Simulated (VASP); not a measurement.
Method: PBE GGA, VASP's PBE PAW potentials (set 64) (plane waves; VASP).

The input files of a VASP run:

**INCAR**
```
! general
SYSTEM  = Dy
PREC    = Accurate
ENCUT   = 400
LREAL   = .FALSE.   ! projection in real space or not
LASPH   = .TRUE.   ! aspherical one-centre terms

! electronic loop
EDIFF   = 1E-6   ! SCF stop (eV)
NELM    = 100
ALGO    = Normal   ! blocked Davidson
LMAXMIX = 6

! smearing
ISMEAR  = 1   ! Methfessel-Paxton
SIGMA   = 0.1   ! width (eV)

! functional
GGA     = PE   ! PBE

! ions
ISIF    = 2

! output
LWAVE   = .FALSE.
LCHARG  = .FALSE.
```

### KPOINTS
```
Automatic mesh
0
Gamma
4 4 2
0 0 0
```

**POSCAR**
```
Dy
1
    1.7950000000    -3.1090310000     0.0000000000
    1.7950000000     3.1090310000     0.0000000000
    0.0000000000     0.0000000000     5.6500000000
Dy
2
Direct
  0.3333330000   0.6666670000   0.2500000000
  0.6666670000   0.3333330000   0.7500000000
```

POTCAR, in this order: Dy_3 (PBE.64 set). Program: vasp_std.

Q: What will the output report for the number of irreducible k-points (NKPTS), number of bands (NBANDS), largest plane-wave count, number of space-group operations, FFT grid (NGX, NGY, NGZ)?

A: 
number of irreducible k-points (NKPTS): 8
number of bands (NBANDS): 13
largest plane-wave count: 1158
number of space-group operations: 24
FFT grid (NGX, NGY, NGZ): 24 × 24 × 40

The compound is Dy in the hcp structure. The cell was not relaxed at this level. The k-mesh is coarse (spacing up to 0.56 per Å, 2π included), so the numbers may not be converged in it. The run is one of a series of settings (KPOINTS 4×4×2 Γ-centred mesh against the base run), some of them coarse on purpose. The 4f electrons are frozen in the core of the lanthanide potential, so 4f levels, which can set the real gap, and their magnetism are missing.
